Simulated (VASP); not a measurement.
VASP ran on this input.

POSCAR:
```
NaF
1.0
  0.0000000000   2.2060034877   2.2060034877
  2.2060034877   0.0000000000   2.2060034877
  2.2060034877   2.2060034877   0.0000000000
Na F
1 1
Cartesian
  0.0000000000   0.0000000000   0.0000000000
  2.2060034877   2.2060034877   2.2060034877
```

File KPOINTS:
```
Automatic mesh
0
Gamma
10 10 10
0 0 0
```

### INCAR
```
EDIFFG = -0.02
ENCUT = 620
LWAVE = .FALSE.
GGA = PS
LASPH = .TRUE.
PSTRESS = 200
SYSTEM = NaF
ALGO = Normal
NSW = 40   ! most ionic steps
EDIFF = 1E-6
PREC = Accurate
LCHARG = .FALSE.
LREAL = .FALSE.
NELM = 100   ! most electronic steps
ISMEAR = 0
ISIF = 3
IBRION = 2   ! conjugate gradients
SIGMA = 0.05   ! width (eV)
```

POTCAR, in this order: Na_pv F (PBE.64 set). Program: vasp_std.

### Question
Write an equivalent input for Quantum ESPRESSO's pw.x.

### Answer
One equivalent input (not run):
```
&CONTROL
  calculation = 'vc-relax'
  pseudo_dir = './pseudo'
  outdir = './out'
  tprnfor = .true.
  tstress = .true.
  nstep = 40
  forc_conv_thr = 0.00078
/
&SYSTEM
  ibrav = 0
  nat = 2
  ntyp = 2
  ecutwfc = 88
  occupations = 'smearing'
  smearing = 'gaussian'
  degauss = 0.003675
  input_dft = 'pbesol'
/
&ELECTRONS
  conv_thr = 7.3e-08
  electron_maxstep = 100
/
&IONS
/
&CELL
  press = 200
/
ATOMIC_SPECIES
  Na 22.990 Na.upf
  F 18.998 F.upf
CELL_PARAMETERS angstrom
     0.0000000    2.2060035    2.2060035
     2.2060035    0.0000000    2.2060035
     2.2060035    2.2060035    0.0000000
ATOMIC_POSITIONS crystal
  Na   0.0000000  0.0000000  0.0000000
  F    0.5000000  0.5000000  0.5000000
K_POINTS automatic
  10 10 10 0 0 0
```
Limits of the translation: the potentials are each code's own (VASP's PAW set, PseudoDojo norm-conserving files in pw.x), so ENCUT and ecutwfc are chosen apart and not converted; conv_thr bounds pw.x's estimated SCF error, while EDIFF bounds the energy change between steps; forc_conv_thr acts on force components and is met together with etot_conv_thr.

The compound is NaF in the rock salt structure. This run relaxes it under an external pressure of 20 GPa. Symmetry was kept, so distortions that lower it aren't found.
